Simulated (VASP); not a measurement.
Crystal: Ga2Ge2Se3.

```
CELL_PARAMETERS angstrom
1.95000 1.12583 11.60000
-1.95000 1.12583 11.60000
0.00000 -2.25167 11.60000
ATOMIC_POSITIONS crystal
Ga 0.71160 0.71160 0.71160
Ga 0.28840 0.28840 0.28840
Ge 0.14370 0.14370 0.14370
Ge 0.85630 0.85630 0.85630
Se 0.00000 0.00000 0.00000
Se 0.57250 0.57250 0.57250
Se 0.42750 0.42750 0.42750
```

The cell was built by a generator and needn't be a form met in nature.

- Program: VASP 6.6.1
- Task: relaxation of cell and atoms
- Functional: PBE
- Potentials or basis: VASP PAW PBE potentials, release 64 (Ga_d, Ge_d, Se)
- Cutoff: 520 eV
- k mesh: 4 × 4 × 4
- Occupations: gaussian, width 0.15 eV
- Spin: no spin polarisation

At the start: pressure -0.9 GPa; volume 21.83 Å³/atom.

Task: Where does the relaxation end?

Result: Over 17 steps the energy falls by 92.5 meV/atom and the volume is 23.23 Å³/atom (+6.4 %); space group R-3m (No. 166, to 0.05 Å).

Step by step:
| step | energy change (eV) | largest force (eV/Å) | pressure (GPa) | volume (Å³) |
| --- | --- | --- | --- | --- |
| 1 | 0.0000 | 0.9143 | -0.86 | 152.80 |
| 2 | -0.1221 | 0.8198 | 0.53 | 150.21 |
| 3 | -0.2200 | 0.6876 | 2.69 | 146.90 |
| 4 | -0.1419 | 0.5008 | 7.82 | 140.34 |
| 5 | -0.2353 | 0.5837 | 3.70 | 145.19 |
| 6 | -0.3015 | 0.5550 | 3.85 | 146.23 |
| 7 | -0.4561 | 0.4741 | 3.37 | 149.36 |
| 8 | -0.3434 | 1.2814 | 3.02 | 155.71 |
| 9 | -0.4844 | 0.4804 | 3.25 | 151.39 |
| 10 | -0.5567 | 0.4258 | 1.50 | 155.59 |
| 11 | -0.5919 | 0.3789 | -0.47 | 161.66 |
| 12 | -0.5918 | 0.4620 | 0.43 | 161.21 |
| 13 | -0.5919 | 0.3850 | -0.70 | 161.45 |
| 14 | -0.6078 | 0.3004 | -0.18 | 161.63 |
| 15 | -0.6394 | 0.0791 | 0.16 | 162.17 |
| 16 | -0.6342 | 0.3152 | 0.56 | 163.19 |
| 17 | -0.6478 | 0.0711 | 0.27 | 162.58 |

Final structure:
```
Ga Ge Se
1.0
     2.00953    1.16021   11.62177
    -2.00953    1.16021   11.62177
     0.00000   -2.32041   11.62177
Ga Ge Se
2 2 3
Direct
  0.70924 0.70924 0.70924
  0.29076 0.29076 0.29076
  0.13645 0.13645 0.13645
  0.86355 0.86355 0.86355
  0.00000 0.00000 0.00000
  0.56589 0.56589 0.56589
  0.43411 0.43411 0.43411
```

Caveat: the k mesh is coarse (spacing up to 0.47 Å⁻¹), so the values aren't converged.
